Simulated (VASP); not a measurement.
Input:

```
TiZrSe4
1.0
    6.10000     0.00000     0.00000
    0.00000     3.66900     0.00000
    0.00000     0.00000     6.20000
Se Ti Zr
4 1 1
Direct
  0.25000   0.00000   0.33000
  0.75000   0.00000   0.67000
  0.25000   0.50000   0.83000
  0.75000   0.50000   0.17000
  0.00000   0.00000   0.00000
  0.00000   0.50000   0.50000
```

Computed with PBEsol GGA, VASP's PBE PAW potentials (set 64) (plane waves; VASP 6.6.1). Numerical set-up: 300 eV cut-off, 3×5×3 Γ-centred mesh, Fermi-Dirac smearing of 0.10 eV, potentials Se Ti_sv Zr_sv.

At this cut-off the stress carries a Pulay error, which pulls relaxed volumes low.

Which forces act on the atoms, in eV/Å?

```tsv
atom	Fx	Fy	Fz
Se1	0.831	0.000	-0.652
Se2	-0.831	0.000	0.652
Se3	0.426	0.000	1.125
Se4	-0.426	0.000	-1.125
Ti5	0.000	0.000	0.000
Zr6	0.000	0.000	0.000
```

Give the stress tensor in GPa (positive for a compressed cell).

```
3.59  0.00  1.66
0.00  0.22  0.00
1.66  0.00  2.44
```
The pressure is its mean diagonal, 2.08 GPa.

The structure comes from a measured ZrTiSe4 entry of the Crystallography Open Database, whose conditions weren't checked. The cell was not relaxed at this level. The k-mesh is coarse (spacing up to 0.34 per Å, 2π included), so the numbers may not be converged in it.
